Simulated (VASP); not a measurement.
# NaMg6Ni (Amm2) in VASP: further runs

One crystal, NaMg6Ni, is run at these levels: RPBE, PBEsol+D3(BJ)+U, PBE+ULG, RPBE+D4+U; tasks: electric field gradients, molecular dynamics, density of states.

All numbers are computed with VASP 6.6.1; they aren't measurements. Logs are shortened: lines on timing, memory, paths and dates and some standing lists are left out, and cuts for length are marked.

## Step 1: The crystal as given

The structure is orthorhombic, space group Amm2 (No. 38). The conventional cell has a = 4.955 Å, b = 6.293 Å, c = 10.770 Å, α = 90.00°, β = 90.00°, γ = 90.00°. Around Ni (site symmetry mm2) lie 8 Mg at 2.77 to 3.16 Å. Mg (site symmetry mm2) is surrounded by 10 Mg at 3.05 to 3.13 Å and 2 Na at 3.15 Å. Mg (site symmetry m) is surrounded by 2 Ni at 2.92 Å and 8 Mg at 2.94 to 3.36 Å and 2 Na at 2.97 to 3.27 Å. Around Mg (site symmetry mm2) lie 10 Mg at 3.08 to 3.15 Å and 2 Ni at 3.16 Å. Mg (site symmetry m) has 1 Ni at 2.77 Å and 7 Mg at 3.04 to 3.15 Å and 2 Na at 3.12 Å as nearest neighbours. Na (site symmetry mm2) has 10 Mg at 2.97 to 3.27 Å and 2 Ni at 3.25 Å as nearest neighbours.

The cell comes from a database or a generator and needn't be the stable form of this composition.

## Step 2: Electric field gradients, RPBE, collinear spin, ferromagnetic start (atoms moved at random, drawn with an rms of 0.05 Å)

INCAR reads:

```
ALGO     = Normal         # electronic algorithm
EDIFF    = 1E-8           # SCF threshold, eV
ENCUT    = 500            # plane-wave cutoff, eV
GGA      = RP             # functional
ISIF     = 2              # what is computed and relaxed
ISMEAR   = -1             # smearing method
ISPIN    = 2              # spin polarisation
LASPH    = T              # aspherical terms in the spheres
LCHARG   = F              # write CHGCAR
LEFG     = T            
LMAXMIX  = 4              # l up to which the mixer works
LORBIT   = 11             # projections on sites
LREAL    = F              # projectors in reciprocal space
LWAVE    = F              # write WAVECAR
MAGMOM   = 1 0 0 0 0 0 0 0 # initial moments
NELM     = 150            # most SCF steps
PREC     = Accurate       # precision mode
SIGMA    = 0.05           # smearing width, eV
```

KPOINTS reads:

```
k-points
0
Gamma
  6 5 5
```

POSCAR reads:

```
NaMg6Ni
1.0
    4.9554060000      0.0000000000      0.0000000000
    0.0000000000      3.1463075000      5.3850670000
    0.0000000000     -3.1463075000      5.3850670000
Ni Mg Na
1 6 1
Cartesian
   -0.0303320401     -0.0193655227      9.3274799358
    2.4475691761     -0.0052480409      1.7934211734
    2.4342341786      1.6548979652      4.3469499389
    2.5204830200     -1.6725518965      4.3973380109
   -0.0128444124     -0.0128463735      3.6160671054
    0.0121803879      1.6909829659      6.2020678250
   -0.0105550148     -1.6518900952      6.2610935444
    2.5062164061     -0.0101657195      7.1689619899
```

Potentials or basis: VASP PAW PBE potentials, release 64 (Ni, Mg, Na).

The run is started by

```
$ cat potpaw_PBE.64/Ni/POTCAR potpaw_PBE.64/Mg/POTCAR potpaw_PBE.64/Na/POTCAR > POTCAR
$ mpirun -np 1 vasp_std > vasp.out
```

OUTCAR:

```text
EDIFF = 1E-8
   ENCUT = 500
   GGA = RP
   ISIF = 2
   ISMEAR = -1
   ISPIN = 2
   LASPH = T
   LORBIT = 11
   LREAL = F
   NELM = 150
   PREC = Accurate

 ion  position               nearest neighbor table
   1  0.994  0.863  0.869-   6 2.68   7 2.77   4 2.87   3 2.90   3 2.92   4 2.99   5 3.16   5 3.17
                             8 3.24   8 3.33
   2  0.494  0.166  0.167-   6 3.00   7 3.02   3 3.05   7 3.05   5 3.06   6 3.07   5 3.09   4 3.09
                             8 3.14   4 3.15   8 3.15   3 3.20
   3  0.491  0.667  0.141-   1 2.90   1 2.92   8 2.96   4 2.97   2 3.05   5 3.05   6 3.05   5 3.10
                             6 3.14   2 3.20   8 3.28   4 3.33
   4  0.509  0.142  0.674-   1 2.87   3 2.97   1 2.99   8 3.01   5 3.04   7 3.06   2 3.09   5 3.13
                             7 3.14   2 3.15   8 3.23   3 3.33
   5  0.997  0.334  0.338-   4 3.04   3 3.05   2 3.06   2 3.09   6 3.10   3 3.10   7 3.11   7 3.13
                             4 3.13   6 3.15   1 3.16   1 3.17
   6  0.002  0.845  0.307-   1 2.68   7 2.95   2 3.00   3 3.05   2 3.07   5 3.10   3 3.14   8 3.14
                             5 3.15   8 3.17   7 3.34
   7  0.998  0.319  0.844-   1 2.77   6 2.95   2 3.02   2 3.05   4 3.06   8 3.08   5 3.11   5 3.13
                             8 3.14   4 3.14   6 3.34
   8  0.506  0.664  0.667-   3 2.96   4 3.01   7 3.08   7 3.14   2 3.14   6 3.14   2 3.15   6 3.17
                             4 3.23   1 3.24   3 3.28   1 3.33

  LATTYP: Found a base centered orthorhombic cell.
 ALAT       =     6.2926150000
 B/A-ratio  =     1.7115513979
 C/A-ratio  =     0.7874955007

  Lattice vectors:

 A1 = (   0.0000000000,   3.1463075000,  -5.3850670000)
 A2 = (   0.0000000000,   3.1463075000,   5.3850670000)
 A3 = (   4.9554060000,   0.0000000000,   0.0000000000)

Analysis of symmetry for initial positions (statically):
=====================================================================
 Subroutine PRICEL returns:
 Original cell was already a primitive cell.

 Routine SETGRP: Setting up the symmetry group for a
 base centered orthorhombic supercell.

 Subroutine GETGRP returns: Found  1 space group operations
 (whereof  1 operations were pure point group operations)
 out of a pool of  8 trial point group operations.

The static configuration has the point symmetry C_1 .
[... 1181 lines left out ...]
     0.000000000 -3.146307500  5.385067000     0.000000000 -0.158916444  0.092849355

 POSITION                                       TOTAL-FORCE (eV/Angst)
 -----------------------------------------------------------------------------------
      4.92507     -0.01937      9.32748         0.046777      0.044467     -0.099723
      2.44757     -0.00525      1.79342         0.115508     -0.045114     -0.105088
      2.43423      1.65490      4.34695         0.110730      0.075900      0.144459
      2.52048     -1.67255      4.39734        -0.164653     -0.083740      0.019486
      4.94256     -0.01285      3.61607         0.002741     -0.026245      0.016618
      0.01218      1.69098      6.20207        -0.129650     -0.285931      0.047122
      4.94485     -1.65189      6.26109         0.080779      0.216706     -0.028055
      2.50622     -0.01017      7.16896        -0.062232      0.103957      0.005183
 -----------------------------------------------------------------------------------
    total drift:                                0.000276      0.000305      0.000322

  FREE ENERGIE OF THE ION-ELECTRON SYSTEM (eV)
  ---------------------------------------------------
  free  energy   TOTEN  =       -13.2979279307 eV

  energy  without entropy=      -13.2638056661  energy(sigma->0) =      -13.28086680

 Electric field gradients (V/A^2)
---------------------------------------------------------------------
 ion       V_xx      V_yy      V_zz      V_xy      V_xz      V_yz
---------------------------------------------------------------------
   1       0.208     4.260    -4.468     0.408    -0.370     0.517
   2      -3.939     2.222     1.718    -0.214    -0.243     0.020
   3      -5.311    -0.787     6.098    -0.255     0.433    -1.514
   4      -4.666    -0.586     5.252     0.596     0.083     0.902
   5      -0.610     1.316    -0.706    -0.717     0.259     0.069
   6       2.869     0.026    -2.895    -0.177     0.015    -0.223
   7       2.148    -0.330    -1.818     0.330    -0.619     0.615
   8       2.257    -1.504    -0.752     0.126    -0.205    -0.134
---------------------------------------------------------------------

 Electric field gradients after diagonalization (V/A^2)
 (convention: |V_zz| > |V_xx| > |V_yy|)
----------------------------------------------------------------------
 ion       V_xx      V_yy      V_zz     asymmetry (V_yy - V_xx)/ V_zz
----------------------------------------------------------------------
   1       4.327     0.204    -4.531       0.910
   2       2.231     1.726    -3.957       0.128
   3      -5.336    -1.099     6.435       0.658
   4      -4.751    -0.640     5.391       0.763
   5      -1.054    -0.500     1.553       0.357
   6       2.880     0.032    -2.912       0.978
   7      -2.151    -0.112     2.264       0.901
   8      -1.530    -0.746     2.275       0.345
----------------------------------------------------------------------

           NMR quadrupolar parameters

 Cq : quadrupolar parameter    Cq=e*Q*V_zz/h
 eta: asymmetry parameters     (V_yy - V_xx)/ V_zz
 Q  : nuclear electric quadrupole moment in mb (millibarn)
----------------------------------------------------------------------
 ion       Cq(MHz)       eta       Q (mb)
----------------------------------------------------------------------
   1      -0.011       0.910       1.000
   2      -0.010       0.128       1.000
   3       0.016       0.658       1.000
   4       0.013       0.763       1.000
   5       0.004       0.357       1.000
   6      -0.007       0.978       1.000
   7       0.005       0.901       1.000
   8       0.006       0.345       1.000
----------------------------------------------------------------------

 total charge

# of ion       s       p       d       tot
------------------------------------------
    1        0.412   0.210   8.384   9.005
    2        0.224   0.140   0.011   0.375
    3        0.210   0.132   0.013   0.355
    4        0.209   0.131   0.013   0.353
    5        0.196   0.133   0.014   0.342
    6        0.211   0.133   0.014   0.358
    7        0.210   0.132   0.013   0.355
    8        0.110   0.066   0.000   0.175
--------------------------------------------------
tot          1.781   1.076   8.461  11.318

 magnetization (x)

# of ion       s       p       d       tot
------------------------------------------
    1       -0.000   0.000  -0.000  -0.000
    2        0.000  -0.000  -0.000  -0.000
    3        0.000   0.000   0.000   0.000
    4        0.000   0.000   0.000   0.000
    5       -0.000   0.000  -0.000  -0.000
    6       -0.000   0.000   0.000   0.000
    7       -0.000   0.000   0.000   0.000
    8        0.000   0.000   0.000   0.000
--------------------------------------------------
tot         -0.000   0.000  -0.000  -0.000
```

stdout:

```text
POSCAR found type information on POSCAR NiMgNa
 POSCAR found :  3 types and       8 ions
 scaLAPACK will be used
 -----------------------------------------------------------------------------
|                                                                             |
|                                                                             |
|     You enforced a specific xc type in the INCAR file but a different       |
|     I HOPE YOU KNOW WHAT YOU ARE DOING!                                     |
|                                                                             |
 -----------------------------------------------------------------------------

 LDA part: xc-table for (Slater+PW92), standard interpolation
 POSCAR, INCAR and KPOINTS ok, starting setup
 FFT: planning ... GRIDC
 FFT: planning ... GRID_SOFT
 FFT: planning ... GRID
 WAVECAR not read
 entering main loop
ion   1
     0.0000452     0.1337676    -0.2051307     2.3009232     0.0542297     0.2133039
     0.0000622     0.1337676    -0.2051307     2.3009232     0.0542297     0.2133039
     0.0000857     0.1337676    -0.2051307     2.3009232     0.0542297     0.2133039
     0.0001180     0.1337675    -0.2051307     2.3009231     0.0542297     0.2133039
[... 78 lines left out ...]
     0.0000330    -0.1190727     0.1071171     0.6267633     0.1407252    -1.9879503
     0.0000455    -0.1190726     0.1071171     0.6267630     0.1407252    -1.9879493
     0.0000627    -0.1190725     0.1071170     0.6267624     0.1407251    -1.9879477
     0.0000863    -0.1190724     0.1071168     0.6267616     0.1407249    -1.9879449
```

It took 6.3 min on 1 thread of AMD EPYC 9R45 (Zen 5), shared host; peak memory 0.56 GiB.

Results:

```
Free energy                                           : -13.2979 eV
Pressure                                              : 2.2 GPa
Largest force                                         : 0.317 eV/Å
Band gap on the k mesh                                : none (metal or under the smearing width)
Net moment                                            : 0.00 μB per cell
Valence electrons inside the program's atomic spheres : Ni 9.01; Mg 0.38, 0.35, 0.34, 0.36; Na 0.17
```

Forces in eV/Å, atoms in the order of the input:
```
Ni   0.047  0.044 -0.100
Mg   0.116 -0.045 -0.105
Mg   0.111  0.076  0.144
Mg  -0.165 -0.084  0.019
Mg   0.003 -0.026  0.017
Mg  -0.130 -0.286  0.047
Mg   0.081  0.217 -0.028
Na  -0.062  0.104  0.005
```

Stress tensor (GPa, compression positive):
```
 1.44  0.15 -0.04
 0.15  2.49 -0.07
-0.04 -0.07  2.72
```

Electric field gradients, principal values (V/Å²):
```csv
atom,Vxx,Vyy,Vzz
1 Ni,0.204,4.327,-4.531
2 Mg,1.726,2.231,-3.957
3 Mg,-1.099,-5.336,6.435
4 Mg,-0.640,-4.751,5.391
5 Mg,-0.500,-1.054,1.553
6 Mg,0.032,2.880,-2.912
7 Mg,-0.112,-2.151,2.264
8 Na,-0.746,-1.530,2.275
```

Caveat: the PAW data sets were made with another functional, which shifts forces and pressure a little.

## Step 3: Molecular dynamics, PBEsol+D3(BJ)+U, collinear spin, ferromagnetic start (atoms moved at random, drawn with an rms of 0.05 Å)

INCAR reads:

```
SYSTEM = NaMg6Ni
ALGO = Fast
ANDERSEN_PROB = 0.1
EDIFF = 1E-5
ENCUT = 420
GGA = PS
IBRION = 0
ISIF = 2
ISMEAR = 1
ISPIN = 2
ISYM = 0
IVDW = 12
LASPH = .TRUE.
LCHARG = .FALSE.
LDAU = .TRUE.
LDAUJ = 0.5 0 0
LDAUL = 2 -1 -1
LDAUPRINT = 1
LDAUTYPE = 1
LDAUU = 6.2 0 0
LMAXMIX = 4
LORBIT = 11
LREAL = Auto
LWAVE = .FALSE.
MAGMOM = 1 0 0 0 0 0 0 0
MDALGO = 1
NELM = 150
NELMIN = 4
NSW = 30
POTIM = 3
PREC = Normal
RANDOM_SEED = 560597 0 0
SIGMA = 0.1
TEBEG = 300
TEEND = 300
```

KPOINTS reads:

```
k-points
0
G
  2 2 2
  0 0 0
```

POSCAR reads:

```
NaMg6Ni
1.0
    4.9554060000      0.0000000000      0.0000000000
    0.0000000000      3.1463075000      5.3850670000
    0.0000000000     -3.1463075000      5.3850670000
Ni Mg Na
1 6 1
Direct
    0.0013470000      0.8623530000      0.8562340000
    0.4962410000      0.1557450000      0.1656540000
    0.5052710000      0.6705870000      0.1458040000
    0.4978130000      0.1318660000      0.6755530000
    0.9968900000      0.3459450000      0.3297770000
    0.0085410000      0.8289760000      0.3258100000
    0.9920520000      0.3242350000      0.8368320000
    0.5040330000      0.6723110000      0.6655550000
```

Potentials or basis: VASP PAW PBE potentials, release 64 (Ni, Mg, Na_pv).

The run is started by

```
$ cat potpaw_PBE.64/Ni/POTCAR potpaw_PBE.64/Mg/POTCAR potpaw_PBE.64/Na_pv/POTCAR > POTCAR
$ mpirun -np 1 vasp_std > vasp.out
```

OUTCAR:

```text
SYSTEM = NaMg6Ni
   EDIFF = 1E-5
   ENCUT = 420
   GGA = PS
   IBRION = 0
   ISIF = 2
   ISMEAR = 1
   ISPIN = 2
   ISYM = 0
   IVDW = 12
   LASPH = .TRUE.
   LORBIT = 11
   LREAL = Auto
   NELM = 150
   NELMIN = 4
   NSW = 30
   POTIM = 3
   PREC = Normal
   TEBEG = 300
 IVDW          = 12

 ion  position               nearest neighbor table
   1  0.001  0.862  0.856-   7 2.82   6 2.83   4 2.88   4 2.91   3 2.93   3 2.97   5 3.12   5 3.19

   2  0.496  0.156  0.166-   6 3.00   7 3.04   7 3.07   3 3.09   8 3.10   6 3.10   4 3.11   5 3.13
                             5 3.13   4 3.13   3 3.15   8 3.20
   3  0.505  0.671  0.146-   4 2.93   1 2.93   1 2.97   8 2.99   5 3.01   6 3.06   5 3.08   2 3.09
                             6 3.09   2 3.15   4 3.36
   4  0.498  0.132  0.676-   1 2.88   8 2.90   1 2.91   3 2.93   7 3.10   2 3.11   5 3.12   5 3.13
                             2 3.13   7 3.15   3 3.36
   5  0.997  0.346  0.330-   6 3.00   3 3.01   3 3.08   7 3.10   4 3.12   1 3.12   4 3.13   2 3.13
                             2 3.13   7 3.14   1 3.19   6 3.24
   6  0.009  0.829  0.326-   1 2.83   2 3.00   5 3.00   3 3.06   8 3.07   3 3.09   2 3.10   7 3.10
                             8 3.11   7 3.20   5 3.24
   7  0.992  0.324  0.837-   1 2.82   2 3.04   8 3.07   2 3.07   6 3.10   5 3.10   4 3.10   5 3.14
                             4 3.15   8 3.16   6 3.20
   8  0.504  0.672  0.666-   4 2.90   3 2.99   7 3.07   6 3.07   2 3.10   6 3.11   7 3.16   2 3.20

IMPORTANT INFORMATION: All symmetrisations will be switched off!
NOSYMM: (Re-)initialisation of all symmetry stuff for point group C_1.

[... 475 lines left out ...]
 cond. band min:       2.7188274756   @ k =   0.0000   0.5000   0.0000
 fundamental gap:      0.1221665495
 Fermi energy:         2.6575045589

 spin component 1

 k-point     1 :       0.0000    0.0000    0.0000
  band No.  band energies     occupation
      1     -21.1564      1.00000
      2     -21.1550      1.00000
      3     -21.1387      1.00000
      4      -3.9604      1.00000
      5       0.2528      1.00000
      6       0.3224      1.00000
[... 160 lines left out ...]
      6      -1.1371      1.00000
[... 12 lines left out ...]
     19       6.0210      0.00000
     20       6.0819      0.00000
 Fermi energy:         2.6575045589

 spin component 2

 k-point     1 :       0.0000    0.0000    0.0000
  band No.  band energies     occupation
      1     -21.1564      1.00000
      2     -21.1550      1.00000
      3     -21.1387      1.00000
      4      -3.9604      1.00000
      5       0.2528      1.00000
      6       0.3224      1.00000
[... 218 lines left out ...]
  ENERGY OF THE ELECTRON-ION-THERMOSTAT SYSTEM (eV)
  ---------------------------------------------------
% ion-electron   TOTEN  =       -15.423000  see above
  kinetic energy EKIN   =         0.228779
  kin. lattice  EKIN_LAT=         0.000000  (temperature  252.84 K)
  nose potential ES     =         0.000000
  nose kinetic   EPS    =         0.000000
  ---------------------------------------------------
  total energy   ETOTAL =       -15.194221 eV

 total charge

# of ion       s       p       d       tot
------------------------------------------
    1        0.386   0.197   8.704   9.288
    2        0.233   0.141   0.011   0.385
    3        0.217   0.127   0.013   0.356
    4        0.216   0.129   0.013   0.359
    5        0.201   0.130   0.012   0.343
    6        0.214   0.132   0.011   0.358
    7        0.215   0.141   0.014   0.370
    8        0.117   6.009   0.000   6.125
--------------------------------------------------
tot          1.800   7.007   8.778  17.585

 magnetization (x)

# of ion       s       p       d       tot
------------------------------------------
    1        0.000  -0.000   0.000   0.000
    2       -0.000  -0.000   0.000  -0.000
    3        0.000   0.000   0.000   0.000
    4       -0.000  -0.000   0.000  -0.000
    5        0.000   0.000   0.000   0.000
    6        0.000  -0.000   0.000  -0.000
    7       -0.000  -0.000  -0.000  -0.000
    8        0.000   0.000   0.000   0.000
--------------------------------------------------
tot          0.000  -0.000   0.000   0.000
```

It took 5.1 min on 1 thread of AMD EPYC 9R45 (Zen 5), shared host; peak memory 0.24 GiB.

What came out:

```
Valence electrons inside the program's atomic spheres : Ni 9.29; Mg 0.39, 0.36, 0.34, 0.37; Na 6.12
Dispersion energy per atom                            : -0.277 eV
```

The path:
```csv
step,potential energy change (eV),largest force (eV/Å),pressure (GPa),volume (Å³),temperature (K)
1,0.0000,0.2940,-2.83,167.92,300
2,0.0019,0.3069,-2.82,167.92,298
3,0.0090,0.3815,-2.79,167.92,275
4,0.0215,0.4594,-2.76,167.92,292
5,0.0383,0.5331,-2.73,167.92,258
6,0.0592,0.5965,-2.73,167.92,251
7,0.0819,0.6559,-2.68,167.92,201
8,0.1049,0.7115,-2.64,167.92,207
9,0.1268,0.7546,-2.61,167.92,178
10,0.1494,0.7842,-2.57,167.92,139
11,0.1712,0.8061,-2.52,167.92,167
12,0.1942,0.8136,-2.49,167.92,130
13,0.2063,0.8041,-2.60,167.92,149
14,0.2131,0.7792,-2.56,167.92,143
15,0.2152,0.7369,-2.56,167.92,141
16,0.2125,0.7589,-2.52,167.92,138
17,0.2049,0.7885,-2.48,167.92,175
18,0.1977,0.7766,-2.54,167.92,226
19,0.1868,0.7512,-2.52,167.92,208
20,0.1678,0.7145,-2.54,167.92,256
21,0.1450,0.6584,-2.53,167.92,280
22,0.1204,0.6644,-2.49,167.92,307
23,0.0953,0.6626,-2.50,167.92,260
24,0.0794,0.6485,-2.55,167.92,308
25,0.0664,0.6198,-2.54,167.92,322
26,0.0579,0.5791,-2.52,167.92,336
27,0.0548,0.5289,-2.52,167.92,353
28,0.0577,0.5389,-2.47,167.92,349
29,0.0666,0.5894,-2.40,167.92,340
30,0.0809,0.6294,-2.31,167.92,253
```

Eigenvalues of the final occupation matrices:
| site | spin | trace | eigenvalues |
| --- | --- | --- | --- |
| site 1 d | 1 | 4.37 | 0.84 0.86 0.88 0.89 0.89 |
| site 1 d | 2 | 4.37 | 0.84 0.86 0.88 0.89 0.89 |

Caveat: the k mesh is coarse (spacing up to 0.63 Å⁻¹), so the values aren't converged; the PAW data sets were made with another functional, which shifts forces and pressure a little; the U is typed as a test and isn't derived for this compound. The state reached can hang on the start; a lower one may exist.

[end of part 1 of 2]
